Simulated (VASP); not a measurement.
An input for Quantum ESPRESSO's pw.x (written as the equivalent of a VASP run, and not itself run):

```
&CONTROL
  calculation = 'vc-relax'
  pseudo_dir = './pseudo'
  outdir = './out'
  tprnfor = .true.
  tstress = .true.
  nstep = 30
  forc_conv_thr = 0.00039
/
&SYSTEM
  ibrav = 0
  nat = 4
  ntyp = 2
  ecutwfc = 102
  occupations = 'smearing'
  smearing = 'gaussian'
  degauss = 0.003675
  input_dft = 'revpbe'
/
&ELECTRONS
  conv_thr = 7.3e-09
  electron_maxstep = 100
/
&IONS
/
&CELL
  cell_dofree = 'shape'
/
ATOMIC_SPECIES
  Cd 112.414 Cd.upf
  S 32.060 S.upf
CELL_PARAMETERS angstrom
     2.1236353   -3.6782440    0.0000000
     2.1236353    3.6782440    0.0000000
     0.0000000    0.0000000    6.8976677
ATOMIC_POSITIONS crystal
  Cd   0.6666670  0.3333330  0.4999971
  Cd   0.3333330  0.6666670  0.9999971
  S    0.6666670  0.3333330  0.8770029
  S    0.3333330  0.6666670  0.3770029
K_POINTS automatic
  6 6 4 0 0 0
```

Q: Write the VASP files for the same calculation (revPBE).

A: One answer among several that fit: 
KPOINTS:
```
Automatic mesh
0
Gamma
6 6 4
0 0 0
```

File POSCAR:
```
CdS
1
    2.1236352513    -3.6782439670     0.0000000000
    2.1236352513     3.6782439670     0.0000000000
    0.0000000000     0.0000000000     6.8976676745
Cd S
2 2
Direct
  0.6666670000   0.3333330000   0.4999970742
  0.3333330000   0.6666670000   0.9999970742
  0.6666670000   0.3333330000   0.8770029258
  0.3333330000   0.6666670000   0.3770029258
```

**INCAR**
```
SYSTEM  =  CdS
ALGO  =  Normal   ! blocked Davidson
EDIFFG  =  -0.01
IBRION  =  2   ! conjugate gradients
LREAL  =  .FALSE.   ! projection in real space or not
PREC  =  Accurate
LCHARG  =  .FALSE.
ENCUT  =  520   ! plane-wave cut-off (eV)
LASPH  =  .TRUE.
ISIF  =  4   ! ions and shape, fixed volume
SIGMA  =  0.05
NELM  =  100   ! most electronic steps
LWAVE  =  .FALSE.
EDIFF  =  1E-7
ISMEAR  =  0   ! Gaussian
LMAXMIX  =  4   ! l cut-off of mixed one-centre charges
GGA  =  RE   ! revPBE
NSW  =  30   ! most ionic steps
```

POTCAR, in this order: Cd S (PBE.64 set). Program: vasp_std.

What does not carry over: the potentials are each code's own (VASP's PAW set, PseudoDojo norm-conserving files in pw.x), so ENCUT and ecutwfc are chosen apart and not converted; conv_thr bounds pw.x's estimated SCF error, while EDIFF bounds the energy change between steps; forc_conv_thr acts on force components and is met together with etot_conv_thr.

The compound is CdS in the wurtzite structure. It was relaxed first, which changed the volume by +8 %.
